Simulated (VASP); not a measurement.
Here is the system:

```
CELL_PARAMETERS angstrom
      0.00000     2.04500     2.04500
      2.04500     0.00000     2.04500
      2.04500     2.04500     0.00000
ATOMIC_POSITIONS crystal
  Ag 0.00000 0.00000 0.00000
```

Computed with MS2 meta-GGA, VASP's PBE PAW potentials (set 64) (plane waves; VASP 6.6.1). Settings: 520 eV cut-off, 14×14×14 Γ-centred mesh, first-order Methfessel-Paxton smearing of 0.10 eV, potentials Ag.

Q: The ions, cell shape and volume are relaxed. What does this cell relax into?

A: 
```
CELL_PARAMETERS angstrom
      0.00000     2.03227     2.03227
      2.03227     0.00000     2.03227
      2.03227     2.03227     0.00000
ATOMIC_POSITIONS crystal
  Ag 0.00000 0.00000 0.00000
```
Space group Fm-3m (225), at a tolerance of 0.03 Å.

Q: How do energy and volume change from the first to the last step?

A: The energy (σ→0) changes by -2.1 meV/atom and the volume by -1.9 %, in 3 ionic steps.

The compound is Ag in the fcc structure. This run relaxes it. Symmetry was kept, so distortions that lower it aren't found.
